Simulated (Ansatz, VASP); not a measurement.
## TiC in two plane-wave programs

Wanted: the spread between two codes on one cell, functional and k mesh. The cell is taken from a series of runs on this material, whose earlier steps may have relaxed, scaled, displaced or heated it; both programs get it as it stands.

Method: plane waves, with VASP 6.6.1 beside it; relaxation of cell and atoms at PBE with D3(BJ), in Ansatz 0.2.0.

## 1. The structure

It takes space group Fm-3m (No. 225, cubic). Conventional cell: a = 4.293 Å, b = 4.293 Å, c = 4.293 Å, α = 90.00°, β = 90.00°, γ = 90.00°. Ti has 6 C at 2.15 Å nearest. C has 6 Ti at 2.15 Å nearest. Farther neighbours are not listed.

As a file:

```cif
data_structure
_symmetry_space_group_name_H-M 'Fm-3m'
_symmetry_Int_Tables_number 225
_cell_length_a 4.2932
_cell_length_b 4.2932
_cell_length_c 4.2932
_cell_angle_alpha 90.000
_cell_angle_beta 90.000
_cell_angle_gamma 90.000
_cell_volume 79.13
loop_
_atom_site_label
_atom_site_type_symbol
_atom_site_symmetry_multiplicity
_atom_site_Wyckoff_symbol
_atom_site_fract_x
_atom_site_fract_y
_atom_site_fract_z
_atom_site_occupancy
Ti1 Ti 4 a 0.00000 0.00000 0.00000 1
C1 C 4 b 0.50000 0.00000 0.00000 1
```

## 2. Ansatz: relaxation of cell and atoms, PBE with D3(BJ)

Ansatz runs on its default PAW (the set named soft_2) files.

The relaxed volume is the usual yardstick between codes: in a stiff, nearly cubic crystal its relative difference is about their pressure difference at one cell divided by the bulk modulus.

The input, input.yaml:

```yaml
crystal:
  lattice:
    - [0.0, 2.1466238395, 2.1466238395]
    - [2.1466238395, 0.0, 2.1466238395]
    - [2.1466238395, 2.1466238395, 0.0]
  atoms:
    - { symbol: Ti, position: [0.0, 0.0, 0.0] }
    - { symbol: C, position: [0.5, 0.5, 0.5] }
kpoints:
  mp_grid: { grid: [16, 16, 16] }
hamiltonian:
  xc: pbe
  dispersion: d3bj
scf:
  occupations: { method: methfessel_paxton, width: 0.2 }
  lower_state_search: "off"
output:
  forces: true
  stress: true
  eigenvalues: true
relax:
  adjacent_minimum: "off"
  f_tol: 0.001
  max_steps: 60
  cell: { stress_tol: 0.01 }
```

Started as:

```sh
ansatz run input.yaml --threads 8 --pin off --max-ram 16384MiB --backend cpu --events-out ev --progress --plain --runs-dir out
```

Numbers of over 12 decimals in the logs are rounded to 6 here.

The log of the run:

```text
Engine: ansatz 0.2.0, aarch64-unknown-linux-gnu
Pseudopotentials: kind: paw
Pseudopotential: Ti, paw, valence charge 12, recommended cutoff 420 eV (normal), Ti.paw.azcp
Pseudopotential: C, paw, valence charge 4, recommended cutoff 420 eV (normal), C.paw.azcp
Functional definition: PBE
  parameter kappa = 0.804
  parameter beta = 0.066725
  exchange = pbe_x(kappa = kappa, mu = beta*pi^2/3)
  correlation = pbe_c(beta = beta)
Crystal: 2 atoms, lattice volume = 19.783 Å³
Basis set: ecut = 420 eV, 387 PW (Γ), exchange–correlation on 48×48×48 points (8 copies of the dense FFT grid, shifted against one another)
Bands: 12, of which v1, the nominal top of the filled ones, is band 8 counted from 1 (7 counted from 0)
Symmetry: 48 space group operations
Space group: Fm-3m (ITA 225), of the structure as read, at distance tolerance 2.7e-5 Å
k-points: 145 of 4096
Non-local potential: Ti, projectors of the file, l = 0: 3, l = 1: 2, l = 2: 3, l = 3: 1
Non-local potential: C, projectors of the file, l = 0: 2, l = 1: 2, l = 2: 1
PAW form: soft (Blöchl's): semilocal exchange-correlation on the pseudo side does not see the compensation charge
PAW one-centre angular grid: Ti, 590 points (default); XC on 64 Gauss nodes
PAW one-centre angular grid: C, 110 points (default); XC on 64 Gauss nodes
Initial density: superposition of atomic densities (neutral atoms: chi_scale 0, normalization atom), corrected by the library's trained network
Initial wavefunctions: pseudopotential atomic-orbital guess
Functional: x = pbe(κ = 0.804, μ = 0.219515), c = pbe(β = 0.066725)
SCF iter   1: F=—  HF=-2753.175842 eV  |F-HF|=—  |Δ(HF+E_count)|=         —  Δρ=3.82e-3  dr2=2.15e-3  ethr=1.77e-3  ⟨swp⟩=4.3  Hψ=8449  notcnv=0
preconditioner: auto → none  [metal: Δε(μ)=0.036 eV  Ē_g=8.030 eV  σ=0.200 eV  W_gap=0.15  n_scr=8 (ndim 8)  ℏωp=23.6 eV  f_vac=0.000  D(μ)=0.34/eV (n_scr^D=0)  sad-step TF]
SCF iter   2: F=—  HF=-2753.175366 eV  |F-HF|=—  |Δ(HF+E_count)|=   4.76e-4  S|Δr|=    0.00e0  Δρ=2.43e-3  dr2=1.01e-3  ethr=1.35e-5  ⟨swp⟩=1.0  Hψ=2900  notcnv=0
SCF iter   3: F=—  HF=-2753.175233 eV  |F-HF|=—  |Δ(HF+E_count)|=   1.33e-4  S|Δr|=    0.00e0  Δρ=1.88e-4  dr2=2.10e-6  ethr=6.29e-6  ⟨swp⟩=2.0  Hψ=1990  notcnv=0
SCF iter   4: F=—  HF=-2753.175233 eV  |F-HF|=—  |Δ(HF+E_count)|=   5.11e-8  S|Δr|=    0.00e0  Δρ=2.29e-5  dr2=4.78e-8  ethr=6.25e-10  ⟨swp⟩=5.8  Hψ=8182  notcnv=0
SCF iter   5: F=-2753.175233 eV  HF=-2753.175233 eV  |F-HF|=2.45e-9  |Δ(HF+E_count)|=   1.07e-8  S|Δr|=    0.00e0  Δρ=4.63e-6  dr2=3.65e-9  ethr=2.99e-10  ⟨swp⟩=1.9  Hψ=5509  notcnv=0
SCF 1 converged in 5 iterations: F = -2753.175233 eV  dr2 = 3.65e-9
  greatest PAW one-centre occupation: 0.999 electrons in one spin orbital (limit 2), on the Ti atom at site 0 (counted from 0), in its partial waves of l = 0
relax step   1: F+E_penalty+E_count = -2753.17523334 eV  Δ(F+E_penalty+E_count) = +0.000e0 eV  max|allowed force component| = 3.780e-30 eV/Å  Δτ_max = 0.0000 Å  P = -0.398 GPa  Ω = 19.783 Å³  (5 SCF iters, dr2 threshold 1.00e-7 eV, accepted)
[...]
relax step   2: F+E_penalty+E_count = -2753.17531329 eV  Δ(F+E_penalty+E_count) = -7.995e-5 eV  max|allowed force component| = 1.104e-29 eV/Å  Δτ_max = 0.0000 Å  P = -0.060 GPa  Ω = 19.758 Å³  energy of the carried Pulay correction = +4.398e-5 eV  (3 SCF iters, dr2 threshold 2.00e-7 eV, accepted)
[...]
relax step   3: F+E_penalty+E_count = -2753.17532184 eV  Δ(F+E_penalty+E_count) = -8.554e-6 eV  max|allowed force component| = 1.413e-30 eV/Å  Δτ_max = 0.0000 Å  P = +0.000 GPa  Ω = 19.754 Å³  energy of the carried Pulay correction = +5.171e-5 eV  (3 SCF iters, dr2 threshold 8.88e-9 eV, accepted)
[...]
relax step   4: F+E_penalty+E_count = -2753.17527255 eV  Δ(F+E_penalty+E_count) = +4.929e-5 eV  max|allowed force component| = 1.906e-30 eV/Å  Δτ_max = 0.0000 Å  P = -0.002 GPa  Ω = 19.754 Å³  stress off target by 2.44e-3 GPa  SCF on the basis re-selected at this cell (its energy is not comparable with the rows above)  (4 SCF iters)
basis re-selected at this cell: Δ(F+E_penalty+E_count) = +4.929e-5 eV, ΔP = -0.003 GPa vs the last step (what re-selecting the basis moved, of the pressure what is left beyond the Pulay correction that the steps carried, after the strain that the cell walked since its last selection, with what the two solves' SCF thresholds leave and, on support functions, any second-order correction that the steps lacked; it is no m [...]
SCF converged after 4 iterations
Stability not checked: this state was not tested for a lower state beside it, because cold or Methfessel-Paxton smearing, or corrected tetrahedra, fill the levels in a way that the test cannot read (fill_not_monotonic; see scf.lower_state_search)
Free energy (F): -2753.175273 eV
Harris-Foulkes:  -2753.175273 eV  (|F-HF|=0.00e0)
Internal energy: -2753.174780 eV  (E = F + TS)
E sigma→0 (E₀):  -2753.175150 eV
Entropy (-TS):   -0.000492 eV (-0.246 meV/atom)
Fermi energy:    15.177090 eV
Step filling:    the computed levels leave a gap of 0.0052 eV = 0.0 smearing widths at the electron count; against every level under it full and every level over it empty, smearing changes F+E_penalty+E_count by -0.669 meV and its σ→0 estimate by -0.546 meV
--- Per-component energies (eV) ---
  E_band       = -102.999052
  E_kinetic    = 364.115527
  E_local      = -758.559538  (includes V_loc(G=0)·N_el)
  E_nonlocal   = 32.098196
  E_hartree    = 309.835025
  E_xc         = -147.939484
  E_vxc        = -184.799752  (∫ρ·V_xc dr)
  E_paw        = -1145.447600  (= ΣΔE_a)
  E_vpaw       = -175.523681  (= ΣTr[D̂ρ^β])
  E_aug_tail   = 0.000143  (compensation charges beyond the density's cutoff)
  E_ewald      = -1406.359621
  E_disp       = -0.917428  (pairwise vdW)
  E_smearing   = -0.000492  (= −TS)
  E_closure    = -0.000000  (closes the sum)
  Σ components = -2753.175273   (vs F -2753.175273, Δ=0.00e0)
--- Forces (eV/Å), atoms counted from 1 ---
  atom   1  Ti    -0.00000000     0.00000000     0.00000000
  atom   2  C      0.00000000     0.00000000    -0.00000000
  max |Σ_I F_I| component: 3.02e-30 eV/Å
--- Stress (GPa, compression-positive) ---
       -0.002436      -0.000000      -0.000000
       -0.000000      -0.002436      -0.000000
       -0.000000      -0.000000      -0.002436
  P = ⅓ Tr σ = -0.0024 GPa (-0.024 kbar)
--- Band table (eV; the first three rows and the last of 145) ---
  k-point 0: bands = [... 4 lower, 2.6506, 15.8888, 15.8888, 15.8888, 16.8910, 16.8910, 16.8910, 16.9657]
  k-point 1: bands = [... 4 lower, 2.7426, 15.4287, 15.6738, 15.6738, 16.2384, 16.2384, 17.1467, 17.9686]
  k-point 2: bands = [... 4 lower, 3.0125, 14.5302, 14.8820, 14.8820, 16.3237, 16.3237, 17.4967, 19.0666]
  k-point 144: bands = [... 4 lower, 5.5826, 11.9857, 11.9857, 12.4086, 18.0730, 18.0730, 18.8535, 20.5391]
--- Relaxed structure (3 steps of the walk, 3 accepted, 1 SCFs on fresh bases) ---
  F+E_penalty+E_count = -2753.17527255 eV   max|allowed force component| = 1.906e-30 eV/Å   (the final SCF, on the basis selected at the relaxed cell)
  cell:  # Å, volume = 19.7536 Å³
    - [0, 2.145552, 2.145552]
    - [2.145552, 0, 2.145552]
    - [2.145552, 2.145552, 0]
  atoms:
    - { symbol: Ti, position: [0, 0, 0] }
    - { symbol: C, position: [0.5, 0.5, 0.5] }
```

## 3. VASP: relaxation of cell and atoms, PBE with D3(BJ)

The same cell, functional, mesh and smearing now go to VASP, with its own data sets.

Lines of VASP's logs that name or quote its potential files are left out, and so is its time.

The input, INCAR:

```
SYSTEM = TiC
PREC = Accurate
ENCUT = 600
EDIFF = 1E-07
NELM = 120
ISMEAR = 1
SIGMA = 0.2
LREAL = .FALSE.
ALGO = Normal
GGA = PE
IVDW = 12
NBANDS = 14
LASPH = .TRUE.
LORBIT = 11
LWAVE = .FALSE.
LCHARG = .FALSE.
ISIF = 3
IBRION = 2
NSW = 80
EDIFFG = -0.005
GGA_COMPAT = .FALSE.
NELMIN = 4
```

The input, POSCAR:

```
TiC
1.0
    0.0000000000      2.1466240000      2.1466240000
    2.1466240000      0.0000000000      2.1466240000
    2.1466240000      2.1466240000      0.0000000000
Ti C
1 1
Direct
    0.0000000000      0.0000000000      0.0000000000
    0.5000000000      0.5000000000      0.5000000000
```

The input, KPOINTS:

```
Automatic mesh
0
Gamma
16 16 16
0 0 0
```

Potentials, in the order of the species: Ti_sv and C (PBE family, release 64).

Started as:

```sh
mpirun -np 1 vasp_std
```

The log of the run:

```text
[banner, memory and clock lines left out]
running    1 mpi-ranks, on    1 nodes
 distrk:  each k-point on    1 cores,    1 groups
 distr:  one band on    1 cores,    1 groups

 POSCAR found type information on POSCAR TiC
 POSCAR found :  2 types and       2 ions
 LDA part: xc-table for (Slater+PW92), standard interpolation
 POSCAR, INCAR and KPOINTS ok, starting setup
 FFT: planning ... GRIDC
 FFT: planning ... GRID_SOFT
 FFT: planning ... GRID
 WAVECAR not read
 entering main loop
       N       E                     dE             d eps       ncg     rms          rms(c)
DAV:   1     0.129805363479E+03    0.12981E+03   -0.89108E+03  4068   0.152E+03
DAV:   2    -0.150801356358E+02   -0.14489E+03   -0.13616E+03  4270   0.369E+02
DAV:   3    -0.238480280025E+02   -0.87679E+01   -0.85047E+01  5346   0.877E+01
DAV:   4    -0.242274734658E+02   -0.37945E+00   -0.37883E+00  5070   0.164E+01
DAV:   5    -0.242365485903E+02   -0.90751E-02   -0.90745E-02  5392   0.232E+00    0.188E+01
DAV:   6    -0.192773403921E+02    0.49592E+01   -0.13152E+01  5780   0.606E+01    0.685E+00
DAV:   7    -0.187280052986E+02    0.54934E+00   -0.22273E+00  4920   0.223E+01    0.522E+00
DAV:   8    -0.187031365303E+02    0.24869E-01   -0.10768E-01  4510   0.391E+00    0.342E+00
DAV:   9    -0.186985087806E+02    0.46277E-02   -0.10448E-01  5078   0.425E+00    0.693E-01
DAV:  10    -0.186980804424E+02    0.42834E-03   -0.11152E-02  5432   0.134E+00    0.662E-01
DAV:  11    -0.186961579975E+02    0.19224E-02   -0.36602E-03  4414   0.926E-01    0.208E-01
DAV:  12    -0.186960894640E+02    0.68533E-04   -0.32982E-04  5014   0.201E-01    0.393E-02
DAV:  13    -0.186960830688E+02    0.63952E-05   -0.43244E-05  4770   0.537E-02    0.103E-02
DAV:  14    -0.186960821266E+02    0.94222E-06   -0.15108E-06  5334   0.191E-02    0.404E-03
DAV:  15    -0.186960820619E+02    0.64746E-07   -0.19519E-07  4300   0.593E-03
   1 F= -.19611849E+02 E0= -.19611687E+02  d E =-.196118E+02
 curvature:   0.00 expect dE= 0.000E+00 dE for cont linesearch  0.000E+00
 trial: gam= 0.00000 g(F)=  0.480E-60 g(S)=  0.101E-03 ort = 0.000E+00 (trialstep = 0.100E+01)
 search vector abs. value=  0.101E-03
 bond charge predicted
       N       E                     dE             d eps       ncg     rms          rms(c)
DAV:   1    -0.186947501696E+02    0.13320E-02   -0.25551E-02  4750   0.239E+00    0.358E-01
DAV:   2    -0.186937198501E+02    0.10303E-02   -0.37757E-03  4796   0.109E+00    0.114E-01
DAV:   3    -0.186934518842E+02    0.26797E-03   -0.53308E-04  5684   0.316E-01    0.443E-02
DAV:   4    -0.186934523550E+02   -0.47080E-06   -0.27925E-04  5404   0.162E-01    0.237E-02
DAV:   5    -0.186934726619E+02   -0.20307E-04   -0.20583E-05  4684   0.442E-02    0.908E-03
DAV:   6    -0.186934827726E+02   -0.10111E-04   -0.16664E-05  6248   0.183E-02    0.654E-03
DAV:   7    -0.186934843861E+02   -0.16136E-05   -0.79274E-07  4570   0.873E-03    0.356E-03
DAV:   8    -0.186934848110E+02   -0.42487E-06   -0.13600E-06  5482   0.945E-03    0.152E-03
DAV:   9    -0.186934848508E+02   -0.39769E-07   -0.13149E-07  3414   0.288E-03
   2 F= -.19611832E+02 E0= -.19611671E+02  d E =0.169163E-04
 trial-energy change:    0.000017  1 .order    0.000017   -0.000101    0.000136
 step:   0.4272(harm=  0.4272)  dis= 0.00000  next Energy=   -19.611871 (dE=-0.216E-04)
 bond charge predicted
       N       E                     dE             d eps       ncg     rms          rms(c)
DAV:   1    -0.186954192999E+02   -0.19345E-02   -0.84043E-03  4750   0.137E+00    0.205E-01
DAV:   2    -0.186950855606E+02    0.33374E-03   -0.12594E-03  4782   0.627E-01    0.657E-02
DAV:   3    -0.186949955646E+02    0.89996E-04   -0.17747E-04  5654   0.184E-01    0.253E-02
DAV:   4    -0.186949947697E+02    0.79492E-06   -0.91312E-05  5404   0.920E-02    0.135E-02
DAV:   5    -0.186950001005E+02   -0.53308E-05   -0.66380E-06  4692   0.247E-02    0.539E-03
DAV:   6    -0.186950024904E+02   -0.23900E-05   -0.56238E-06  6260   0.107E-02    0.380E-03
DAV:   7    -0.186950027572E+02   -0.26679E-06   -0.29024E-07  4440   0.521E-03    0.205E-03
DAV:   8    -0.186950028368E+02   -0.79531E-07   -0.39560E-07  5068   0.512E-03
   3 F= -.19611871E+02 E0= -.19611710E+02  d E =-.220277E-04
 curvature:  -0.21 expect dE=-0.259E-07 dE for cont linesearch -0.259E-07
 trial: gam= 0.00000 g(F)=  0.115E-59 g(S)=  0.121E-06 ort =-0.350E-05 (trialstep = 0.885E+00)
 search vector abs. value=  0.121E-06
 reached required accuracy - stopping structural energy minimisation
```

From OUTCAR (step 3):

```text
ion  position               nearest neighbor table
   1  0.000  0.000  0.000-   2 2.15   2 2.15   2 2.15   2 2.15   2 2.15   2 2.15
   2  0.500  0.500  0.500-   1 2.15   1 2.15   1 2.15   1 2.15   1 2.15   1 2.15

  LATTYP: Found a face centered cubic cell.
 ALAT       =     4.2932480000

 Subroutine GETGRP returns: Found 48 space group operations
 (whereof 48 operations were pure point group operations)

The static configuration has the point symmetry O_h .

 Found    145 irreducible k-points:

   k-points           NKPTS =    145   k-points in BZ     NKDIM =    145   number of bands    NBANDS=     14

   dimension x,y,z NGX =    24 NGY =   24 NGZ =   24
   dimension x,y,z NGXF=    48 NGYF=   48 NGZF=   48

   ENCUT  =  600.0 eV  44.10 Ry    6.64 a.u.   6.06  6.06  6.06*2*pi/ulx,y,z

   NELECT =      16.0000    total number of electrons

 k-points in reciprocal lattice and weights: Automatic mesh
   0.00000000  0.00000000  0.00000000       0.000
   0.06250000  0.00000000  0.00000000       0.002
   0.12500000  0.00000000  0.00000000       0.002
   0.18750000  0.00000000  0.00000000       0.002
   0.25000000  0.00000000  0.00000000       0.002
   0.31250000  0.00000000  0.00000000       0.002
   0.37500000  0.00000000  0.00000000       0.002
   0.43750000  0.00000000  0.00000000       0.002
   0.50000000  0.00000000  0.00000000       0.001
[...]
-0.31250000  0.50000000  0.18750000       0.003
  -0.25000000  0.50000000  0.25000000       0.001

 Edisp (eV)   -0.91835

 average (electrostatic) potential at core
       1 -70.7457       2 -44.0670

 E-fermi :   9.7382

 k-point     1 :       0.0000    0.0000    0.0000
  band No.  band energies     occupation
      1     -46.7675      2.00000
      2     -22.7767      2.00000
      3     -22.7767      2.00000
      4     -22.7767      2.00000
      5      -2.7849      2.00000
      6      10.4446     -0.00001
      7      10.4446     -0.00001
      8      10.4446     -0.00001
      9      11.4542     -0.00000
     10      11.4542     -0.00000
    ...

 k-point     2 :       0.0625    0.0000    0.0000
  band No.  band energies     occupation
      1     -46.7644      2.00000
      2     -22.7985      2.00000
      3     -22.7787      2.00000
      4     -22.7787      2.00000
      5      -2.6933      2.00000
      6       9.9877     -0.07076
      7      10.2319     -0.00266
      8      10.2319     -0.00266
      9      10.7936     -0.00000
     10      10.7936     -0.00000
    ...

 k-point     3 :       0.1250    0.0000    0.0000
  band No.  band energies     occupation
    ...
      4     -22.7844      2.00000
      5      -2.4244      2.00000
      6       9.0917      2.00005
      7       9.4426      2.05725
      8       9.4426      2.05725
      9      10.8778     -0.00000
     10      10.8778     -0.00000
     11      12.0531     -0.00000
     12      13.6174     -0.00000
     13      13.6174     -0.00000
    ...

 Edisp (eV)   -0.91687

  Total       0.00129     0.00129     0.00129     0.00000     0.00000    -0.00000
  in kB       0.10490     0.10490     0.10490     0.00000     0.00000    -0.00000
  external pressure =        0.10 kB  Pullay stress =        0.00 kB

  energy-cutoff  :      600.00
  volume of cell :       19.76
      direct lattice vectors                 reciprocal lattice vectors
     0.000000000  2.145796560  2.145796560    -0.233013702  0.233013702  0.233013702
     2.145796560 -0.000000000  2.145796560     0.233013702 -0.233013702  0.233013702
     2.145796560  2.145796560  0.000000000     0.233013702  0.233013702 -0.233013702

 POSITION                                       TOTAL-FORCE (eV/Angst)
 -----------------------------------------------------------------------------------
      0.00000      0.00000      0.00000        -0.000000      0.000000      0.000000
      2.14580      2.14580      2.14580         0.000000     -0.000000     -0.000000
 -----------------------------------------------------------------------------------
    total drift:                                0.000000     -0.000000     -0.000000

  FREE ENERGIE OF THE ION-ELECTRON SYSTEM (eV)
  ---------------------------------------------------
  free  energy   TOTEN  =       -19.6118709106 eV

  energy  without entropy=      -19.6113867717  energy(sigma->0) =      -19.61170953

 reached required accuracy - stopping structural energy minimisation

 total charge
# of ion       s       p       d       tot
------------------------------------------
    1        2.205   6.262   1.985  10.451
    2        0.898   1.521   0.000   2.420
--------------------------------------------------
tot          3.103   7.783   1.985  12.871

[... 3 further parts left out ...]
```

CONTCAR:

```
TiC
   1.00000000000000
     0.0000000000000000    2.1457965597295954    2.1457965597295954
     2.1457965597295954   -0.0000000000000000    2.1457965597295954
     2.1457965597295954    2.1457965597295954    0.0000000000000000
  Ti              C
     1     1
Direct
     0.0000000000000000    0.0000000000000000    0.0000000000000000
     0.5000000000000000    0.5000000000000000    0.5000000000000000
```

Dispersion corrections of this kind ignore metallic screening and tend to overbind metals. The run keeps the 48 symmetry operations of its start, so it cannot find a distortion of lower symmetry.

## 4. Differences

Known differences besides the potentials themselves: the cutoff is 420 eV in Ansatz and 600 eV in VASP; Ansatz adds a Pulay correction to the stress that steers its cell, VASP none. Total energies have different zeros and are not compared.

The two programs side by side:

```csv
quantity,Ansatz,VASP,difference
volume (Å³),19.75,19.76,-0.03 %
"edge a after relaxation, in the typed setting (Å)",3.034,3.035,-0.01 %
```

## 5. Outcome

```json
{
 "difference in volume (relaxation of cell and atoms, PBE with D3(BJ))": "-0.034 %"
}
```

The difference in volume is -0.034 % (relaxation of cell and atoms, PBE with D3(BJ)), within the 1.2 % picked in this series as the mark of a large difference, as far as the stopping tolerances let one tell. Such differences can come from data sets, numerical settings and the points named under the comparisons, not from the functional's error against experiment.

[Lines on the potential files, build, host, timing and source positions are cut from VASP's logs without a mark.]

[Logs are printed without paths, hosts, clocks, repeated set-up lines and the standing remarks that a program may print on its own settings, such as how far it seeks lower states.]

[Hosts, paths, dates, database ids (printed as entryN), source tags and the programs' standing remarks are cut or masked in the printed files.]
